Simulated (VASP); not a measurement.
Computed with HSE06 screened hybrid, VASP's PBE PAW potentials (set 64) (plane waves; VASP).

The input files of a VASP run:

### INCAR
```
AEXX  =  0.25
ALGO  =  Normal
EDIFF  =  1E-5
ENCUT  =  400
GGA  =  PE
HFSCREEN  =  0.2
ISIF  =  0
ISMEAR  =  0
ISPIN  =  2
ISYM  =  0
LASPH  =  .TRUE.
LCHARG  =  .FALSE.
LHFCALC  =  .TRUE.
LORBIT  =  10
LREAL  =  Auto
LWAVE  =  .FALSE.
MAGMOM  =  64*0.0156
NELM  =  50
NELMIN  =  4
NUPDOWN  =  1
PREC  =  Normal
PRECFOCK  =  Fast
SIGMA  =  0.05
SYSTEM  =  Mg32FO31
```

**KPOINTS**
```
Regular mesh
0
Gamma
 1 1 1
```

POSCAR:
```
Mg32FO31
1
    8.4869590160     0.0000000000     0.0000000000
    0.0000000000     8.4869590160     0.0000000000
    0.0000000000     0.0000000000     8.4869590160
Mg O F
32 31 1
Direct
  0.5000543600   0.0003344648   0.9981403562
  0.7499527720   0.2501734672   0.0001366480
  0.7517668206   0.0004134908   0.2500813082
  0.0000173816   0.0003266884   0.9993831408
  0.2498191293   0.2503767787   0.0001025412
  0.4999600912   0.5003379358   0.9885827857
  0.7501321605   0.7503421072   0.0000634690
  0.2482942976   0.0004610047   0.2500295972
  0.4998959575   0.2387312452   0.2501321910
  0.7614372330   0.5003923199   0.2502517079
  0.5000061708   0.0003188169   0.5019830567
  0.7500143145   0.2501854605   0.5002520685
  0.7507903136   0.0001981113   0.7500736596
  0.9998316720   0.5003035777   0.9982988784
  0.2499665112   0.7504646665   0.0000818209
  0.9999277198   0.2487252962   0.2501112357
  0.2383018708   0.5004838869   0.2501658668
  0.5000262482   0.7619899686   0.2501576781
  0.0000393616   0.0003117559   0.5005886999
  0.2498438910   0.2503839317   0.5000892760
  0.4999299293   0.5003031765   0.5117655452
  0.7500759037   0.7503376556   0.5001602559
  0.2492954340   0.0003262863   0.7500436119
  0.4998152575   0.2485744715   0.7500600085
  0.7516916549   0.5000931444   0.7501422675
  0.9999771735   0.7520849468   0.2500739807
  0.9998691690   0.5002914400   0.5019706039
  0.2498968468   0.7503757468   0.5001053610
  0.9999382167   0.2495268842   0.7501834713
  0.2481682979   0.5002915677   0.7501325584
  0.5000275315   0.7519539235   0.7500654525
  0.0000419582   0.7508434948   0.7500749760
  0.7474984133   0.2527779831   0.2501333284
  0.9999144844   0.5004290557   0.2502270872
  0.9998677478   0.2509135098   0.4995566222
  0.2524613291   0.2529028861   0.2500732109
  0.7475993808   0.7478758831   0.2501162423
  0.0000278950   0.0004854059   0.2500022477
  0.4999084816   0.2527458585   0.4975556274
  0.7475259573   0.5003218527   0.4976901793
  0.9999787951   0.7496799473   0.4995157987
  0.7492374279   0.2507566199   0.7501758297
  0.9999087602   0.5001541114   0.7501265425
  0.9999370785   0.2508613508   0.0007076260
  0.2523597045   0.7479443114   0.2500949590
  0.5000018235   0.0003553321   0.2500870134
  0.2523583482   0.5003099756   0.4976059348
  0.5000115215   0.7478986885   0.4975892512
  0.7494022844   0.0002788024   0.4994900797
  0.2505164916   0.2508909917   0.7501158654
  0.4998738203   0.5001896553   0.7500846573
  0.7494309094   0.7495569939   0.7501950881
  0.0000255320   0.0002230466   0.7500335966
  0.4999092603   0.2528608002   0.0027580748
  0.7474787740   0.5002212554   0.0026183863
  0.0000145588   0.7497295152   0.0006560633
  0.2506039913   0.0004242774   0.4994369477
  0.2505938919   0.7496736852   0.7500880702
  0.5000505867   0.0003467428   0.7500759402
  0.2523713682   0.5004259954   0.0026165625
  0.5000570844   0.7478036376   0.0025714418
  0.7494010333   0.0003703736   0.0006662749
  0.2506407234   0.0004034138   0.0006745509
  0.5001988915   0.5009513290   0.2503968206
```

POTCAR, in this order: Mg O F (PBE.64 set). Program: vasp_gam. Read from the step before: WAVECAR.

What VASP printed:

File OUTCAR:
```
 ion  position               nearest neighbor table
   1  0.500  0.000  0.998-  59 2.11  62 2.12  63 2.12  46 2.14  54 2.14  61 2.14  18 2.94   9 2.94
                            24 2.98  31 2.98  13 2.99  23 2.99   2 3.00  15 3.00   7 3.00   5 3.00
   2  0.750  0.250  0.000-  62 2.12  42 2.12  44 2.12  33 2.12  54 2.12  55 2.12   3 3.00   1 3.00
                             4 3.00  25 3.00  29 3.00  16 3.00  14 3.00  13 3.00  24 3.00   9 3.00
   3  0.752  0.000  0.250-  38 2.11  49 2.12  62 2.12  46 2.14  33 2.14  37 2.14  18 2.94   9 2.94
                            16 2.98  26 2.98  19 2.99   4 2.99   2 3.00  12 3.00   7 3.00  22 3.00
   4  0.000  0.000  0.999-  53 2.12  44 2.13  56 2.13  38 2.13  62 2.13  63 2.13  29 2.99  13 2.99
                            23 2.99  32 2.99   8 2.99  26 2.99   3 2.99  16 3.00  15 3.00   5 3.00
   5  0.250  0.250  0.000-  44 2.12  63 2.12  50 2.12  36 2.12  60 2.12  54 2.12  29 3.00   8 3.00
                             4 3.00  30 3.00  16 3.00  14 3.00  24 3.00  23 3.00   1 3.00   6 3.00
   6  0.500  0.500  0.989-  51 2.02  61 2.10  54 2.10  55 2.10  60 2.10  64 2.22  31 2.94  25 2.94
                            30 2.94  24 2.94   5 3.00  15 3.00   2 3.00   7 3.00  10 3.14   9 3.14
   7  0.750  0.750  0.000-  52 2.12  56 2.12  62 2.12  37 2.12  61 2.12  55 2.12  14 3.00  13 3.00
                            26 3.00   4 3.00  32 3.00   1 3.00   3 3.00  31 3.00  25 3.00  10 3.00
   8  0.248  0.000  0.250-  38 2.11  63 2.12  57 2.12  46 2.14  36 2.14  45 2.14   9 2.94  18 2.94
                            16 2.98  26 2.98  19 2.99   4 2.99   5 3.00  15 3.00  20 3.00  28 3.00
   9  0.500  0.239  0.250-  46 2.02  54 2.10  39 2.10  36 2.10  33 2.10  64 2.23   8 2.94   3 2.94
                            11 2.94   1 2.94  20 3.00   2 3.00   5 3.00  12 3.00   6 3.14  10 3.14
  10  0.761  0.500  0.250-  34 2.02  40 2.10  37 2.10  33 2.10  55 2.10  64 2.22  27 2.94  16 2.94
                            26 2.94  14 2.94  22 3.00   7 3.00  12 3.00   2 3.00  18 3.14  21 3.14
  11  0.500  0.000  0.502-  59 2.11  49 2.12  57 2.12  46 2.14  48 2.14  39 2.14  18 2.94   9 2.94
                            24 2.98  31 2.98  23 2.99  13 2.99  12 3.00  22 3.00  28 3.00  20 3.00
  12  0.750  0.250  0.500-  35 2.12  49 2.12  42 2.12  39 2.12  33 2.12  40 2.12  25 3.00  13 3.00
                            29 3.00  11 3.00  19 3.00   3 3.00  27 3.00  24 3.00  16 3.00  21 3.00
  13  0.751  0.000  0.750-  53 2.12  42 2.13  49 2.13  62 2.13  52 2.13  59 2.13  29 2.99   4 2.99
                            32 2.99  19 2.99   1 2.99  11 2.99  31 2.99  24 3.00  22 3.00  12 3.00
  14  1.000  0.500  0.998-  43 2.11  56 2.12  44 2.12  34 2.14  55 2.14  60 2.14  17 2.94  10 2.94
                            25 2.98  30 2.98  32 2.99  29 2.99   7 3.00   5 3.00   2 3.00  15 3.00
  15  0.250  0.750  0.000-  63 2.12  56 2.12  58 2.12  45 2.12  60 2.12  61 2.12   4 3.00  23 3.00
                            32 3.00   8 3.00   1 3.00  26 3.00  31 3.00  30 3.00  14 3.00  17 3.00
  16  1.000  0.249  0.250-  38 2.11  44 2.12  35 2.12  34 2.14  33 2.14  36 2.14  17 2.94  10 2.94
                             3 2.98   8 2.98  19 2.99   4 3.00  20 3.00   5 3.00   2 3.00  12 3.00
  17  0.238  0.500  0.250-  34 2.02  47 2.10  45 2.10  60 2.10  36 2.10  64 2.22  26 2.94  16 2.94
                            27 2.94  14 2.94  28 3.00  20 3.00  15 3.00   5 3.00  21 3.14  18 3.14
  18  0.500  0.762  0.250-  46 2.02  48 2.10  37 2.10  61 2.10  45 2.11  64 2.22  11 2.94   3 2.94
                             8 2.94   1 2.94  22 3.00  28 3.00  15 3.00   7 3.00  10 3.14   6 3.14
  19  0.000  0.000  0.501-  53 2.12  57 2.13  38 2.13  35 2.13  41 2.13  49 2.13  23 2.99  13 2.99
                            26 2.99   3 2.99  29 2.99   8 2.99  16 2.99  32 2.99  28 3.00  20 3.00
  20  0.250  0.250  0.500-  47 2.12  57 2.12  35 2.12  50 2.12  36 2.12  39 2.12  19 3.00  27 3.00
                            16 3.00  24 3.00  30 3.00   8 3.00  29 3.00  23 3.00  11 3.00  21 3.00
  21  0.500  0.500  0.512-  51 2.02  39 2.10  47 2.10  40 2.10  48 2.10  64 2.22  31 2.94  24 2.94
                            30 2.94  25 2.94  20 3.00  28 3.00  22 3.00  12 3.00  10 3.14   9 3.14
  22  0.750  0.750  0.500-  41 2.12  49 2.12  52 2.12  40 2.12  37 2.12  48 2.12  13 3.00  27 3.00
                            32 3.00  19 3.00  31 3.00  26 3.00  11 3.00  10 3.00   3 3.00  25 3.00
  23  0.249  0.000  0.750-  53 2.12  50 2.13  57 2.13  63 2.13  58 2.13  59 2.13  29 2.99   4 2.99
                            19 2.99  32 2.99  24 2.99  11 2.99   1 2.99  31 3.00  28 3.00  15 3.00
  24  0.500  0.249  0.750-  59 2.11  50 2.12  42 2.12  51 2.14  39 2.14  54 2.14  21 2.94   6 2.94
                             1 2.98  11 2.98  23 2.99  13 3.00  20 3.00  12 3.00   5 3.00   2 3.00
  25  0.752  0.500  0.750-  43 2.11  42 2.12  52 2.12  51 2.14  40 2.14  55 2.14  21 2.94   6 2.94
                            14 2.98  27 2.98  29 2.99  32 3.00  12 3.00   2 3.00   7 3.00  22 3.00
  26  1.000  0.752  0.250-  38 2.11  56 2.12  41 2.12  34 2.14  37 2.14  45 2.14  17 2.94  10 2.94
                             3 2.98   8 2.98  19 2.99   4 2.99   7 3.00  28 3.00  15 3.00  22 3.00
  27  1.000  0.500  0.502-  43 2.11  35 2.12  41 2.12  34 2.14  40 2.14  47 2.14  10 2.94  17 2.94
                            25 2.98  30 2.98  32 2.99  29 2.99  22 3.00  20 3.00  12 3.00  28 3.00
  28  0.250  0.750  0.500-  41 2.12  58 2.12  45 2.12  57 2.12  47 2.12  48 2.12  19 3.00  32 3.00
                            23 3.00  26 3.00  11 3.00  31 3.00  17 3.00  30 3.00  27 3.00   8 3.00
  29  1.000  0.250  0.750-  53 2.12  44 2.13  50 2.13  43 2.13  35 2.13  42 2.13   4 2.99  13 2.99
                            23 2.99  19 2.99  25 2.99  14 2.99  27 2.99  30 2.99   5 3.00  12 3.00
  30  0.248  0.500  0.750-  43 2.11  58 2.12  50 2.12  51 2.14  60 2.14  47 2.14  21 2.94   6 2.94
                            27 2.98  14 2.98  32 2.99  29 2.99   5 3.00  20 3.00  28 3.00  15 3.00
  31  0.500  0.752  0.750-  59 2.11  52 2.12  58 2.12  51 2.14  48 2.14  61 2.14  21 2.94   6 2.94
                            11 2.98   1 2.98  13 2.99  23 3.00  22 3.00  15 3.00  28 3.00   7 3.00
  32  0.000  0.751  0.750-  53 2.12  58 2.13  41 2.13  56 2.13  52 2.13  43 2.13  13 2.99  27 2.99
                            30 2.99  23 2.99  14 2.99   4 2.99  19 2.99  25 3.00  28 3.00  22 3.00
  33  0.747  0.253  0.250-   9 2.10  10 2.10   2 2.12  12 2.12   3 2.14  16 2.14
  34  1.000  0.500  0.250-  17 2.02  10 2.02  26 2.14  16 2.14  27 2.14  14 2.14
  35  1.000  0.251  0.500-  27 2.12  16 2.12  12 2.12  20 2.12  19 2.13  29 2.13
  36  0.252  0.253  0.250-   9 2.10  17 2.10   5 2.12  20 2.12   8 2.14  16 2.14
  37  0.748  0.748  0.250-  10 2.10  18 2.10  22 2.12   7 2.12  26 2.14   3 2.14
  38  0.000  0.000  0.250-  16 2.11   3 2.11   8 2.11  26 2.11  19 2.13   4 2.13
  39  0.500  0.253  0.498-   9 2.10  21 2.10  20 2.12  12 2.12  11 2.14  24 2.14
  40  0.748  0.500  0.498-  10 2.10  21 2.10  22 2.12  12 2.12  27 2.14  25 2.14
  41  1.000  0.750  0.500-  27 2.12  26 2.12  22 2.12  28 2.12  32 2.13  19 2.13
  42  0.749  0.251  0.750-  25 2.12  24 2.12  12 2.12   2 2.12  13 2.13  29 2.13
...
```

OSZICAR:
```
       N       E                     dE             d eps       ncg     rms          rms(c)
DAV:   1    -0.450221635733E+03   -0.45022E+03   -0.78108E+00   644   0.794E+00    0.165E+00
DAV:   2    -0.450283270035E+03   -0.61634E-01   -0.15694E-01   712   0.948E-01    0.106E+00
DAV:   3    -0.450265221486E+03    0.18049E-01   -0.15180E-02   712   0.291E-01    0.670E-01
DAV:   4    -0.450260915053E+03    0.43064E-02   -0.42323E-03   728   0.147E-01    0.432E-01
DAV:   5    -0.450259350293E+03    0.15648E-02   -0.47826E-04   680   0.819E-02    0.254E-01
DAV:   6    -0.450258792272E+03    0.55802E-03   -0.22873E-04   712   0.607E-02    0.143E-01
DAV:   7    -0.450258608814E+03    0.18346E-03   -0.64972E-05   680   0.328E-02    0.825E-02
DAV:   8    -0.450258544848E+03    0.63966E-04   -0.22141E-05   424   0.183E-02    0.494E-02
DAV:   9    -0.450258523212E+03    0.21636E-04   -0.11538E-05   376   0.129E-02    0.296E-02
DAV:  10    -0.450258515973E+03    0.72389E-05   -0.34158E-06   376   0.686E-03
   1 F= -.45025852E+03 E0= -.45025852E+03  d E =-.408605E-16  mag=     1.0000
```

### OUTCAR
```
------------------------ aborting loop because EDIFF is reached ----------------------------------------
  volume of cell :      611.30
      direct lattice vectors                 reciprocal lattice vectors
     8.486959016  0.000000000  0.000000000     0.117827834  0.000000000  0.000000000
     0.000000000  8.486959016  0.000000000     0.000000000  0.117827834  0.000000000
     0.000000000  0.000000000  8.486959016     0.000000000  0.000000000  0.117827834
  FREE ENERGIE OF THE ION-ELECTRON SYSTEM (eV)
  ---------------------------------------------------
  free  energy   TOTEN  =      -450.2585159731 eV

  energy  without entropy=     -450.2585159731  energy(sigma->0) =     -450.25851597

  exchange ACFDT corr.  =         0.00000000  see jH, gK, PRB 81, 115126

 total charge

# of ion       s       p       d       tot
------------------------------------------
    1        0.146   0.169   0.072   0.387
    2        0.146   0.170   0.073   0.389
    3        0.146   0.169   0.072   0.387
    4        0.145   0.169   0.072   0.386
    5        0.146   0.170   0.073   0.388
    6        0.151   0.172   0.074   0.397
    7        0.146   0.170   0.073   0.388
    8        0.146   0.169   0.072   0.387
    9        0.151   0.172   0.074   0.398
   10        0.151   0.172   0.074   0.397
   11        0.146   0.169   0.072   0.387
   12        0.146   0.170   0.073   0.388
   13        0.145   0.169   0.072   0.386
   14        0.146   0.169   0.072   0.387
   15        0.146   0.170   0.073   0.388
   16        0.146   0.169   0.072   0.387
   17        0.151   0.172   0.074   0.397
   18        0.151   0.172   0.074   0.397
   19        0.145   0.169   0.072   0.386
   20        0.146   0.170   0.073   0.388
   21        0.151   0.172   0.074   0.397
   22        0.146   0.170   0.073   0.388
   23        0.145   0.169   0.072   0.386
   24        0.146   0.169   0.072   0.387
   25        0.146   0.169   0.072   0.387
   26        0.146   0.169   0.072   0.387
   27        0.146   0.169   0.072   0.387
   28        0.146   0.170   0.073   0.388
   29        0.145   0.169   0.072   0.386
   30        0.146   0.169   0.072   0.387
   31        0.146   0.169   0.072   0.386
   32        0.145   0.169   0.072   0.386
   33        1.578   3.578   0.000   5.155
   34        1.578   3.598   0.000   5.176
   35        1.577   3.580   0.000   5.156
   36        1.578   3.578   0.000   5.156
   37        1.578   3.578   0.000   5.156
   38        1.578   3.583   0.000   5.161
   39        1.578   3.578   0.000   5.155
   40        1.578   3.578   0.000   5.156
   41        1.577   3.580   0.000   5.156
   42        1.577   3.579   0.000   5.156
   43        1.578   3.583   0.000   5.161
   44        1.577   3.580   0.000   5.156
   45        1.578   3.578   0.000   5.156
   46        1.578   3.598   0.000   5.176
   47        1.578   3.578   0.000   5.156
   48        1.578   3.578   0.000   5.155
   49        1.577   3.580   0.000   5.156
   50        1.577   3.580   0.000   5.156
   51        1.578   3.599   0.000   5.176
   52        1.577   3.579   0.000   5.156
   53        1.576   3.584   0.000   5.160
   54        1.578   3.578   0.000   5.155
   55        1.578   3.578   0.000   5.155
   56        1.577   3.580   0.000   5.156
   57        1.577   3.579   0.000   5.156
   58        1.577   3.579   0.000   5.156
   59        1.578   3.583   0.000   5.161
   60        1.578   3.578   0.000   5.155
   61        1.578   3.578   0.000   5.155
   62        1.577   3.580   0.000   5.156
   63        1.577   3.579   0.000   5.156
   64        1.786   4.445   0.000   6.231
--------------------------------------------------
tot         55.380 120.895   2.318 178.593

 magnetization (x)

# of ion       s       p       d       tot
------------------------------------------
    1        0.008   0.000   0.000   0.008
    2        0.007   0.000   0.000   0.007
    3        0.008   0.000   0.000   0.008
    4        0.007   0.000   0.000   0.007
    5        0.007   0.000   0.000   0.007
    6        0.010   0.001   0.000   0.011
    7        0.007   0.000   0.000   0.007
    8        0.008   0.000   0.000   0.008
    9        0.010   0.001   0.000   0.011
   10        0.010   0.001   0.000   0.011
   11        0.008   0.000   0.000   0.008
   12        0.007   0.000   0.000   0.007
   13        0.007   0.000   0.000   0.007
   14        0.008   0.000   0.000   0.009
   15        0.007   0.000   0.000   0.007
   16        0.008   0.000   0.000   0.008
   17        0.010   0.001   0.000   0.011
   18        0.010   0.001   0.000   0.011
   19        0.007   0.000   0.000   0.007
   20        0.007   0.000   0.000   0.007
   21        0.010   0.001   0.000   0.011
...
```
(Selected blocks of OUTCAR.)

The supercell is sampled at Γ alone, which is coarse: total energies, pressure and levels can be off, energies of defects by several tenths of an eV.

The cell is a supercell with a defect, built from MgO (rock salt): F_O. The cell's shape comes from a PBE relaxation.
